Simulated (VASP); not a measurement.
RbBr (rock salt): the bulk modulus from VASP (plane waves, PAW) at several levels of theory. Static lattice, third-order Birch-Murnaghan fit over five volumes.

```csv
level,bulk modulus (GPa)
LDA,18.4
PBE,11.8
PBEsol,13.9
RPBE,9.1
AM05,11.3
PBE-D3(BJ),13.8
SCAN,14.8
r2SCAN,14.0
```

The cell of the LDA run:

```xyz
2
Lattice="0.0000 3.3379 3.3379 3.3379 0.0000 3.3379 3.3379 3.3379 0.0000" Properties=species:S:1:pos:R:3 pbc="T T T"
Rb     0.0000     0.0000     0.0000
Br     3.3379     3.3379     3.3379
```

Only levels that ran to the end are used. Left out are those held back, those with too coarse a band path, GW runs whose mesh misses a band edge, hybrids' fits of cells that aren't cubic and levels without matching references; a question may draw on a part of the rest.

The compound is RbBr in the rock salt structure.
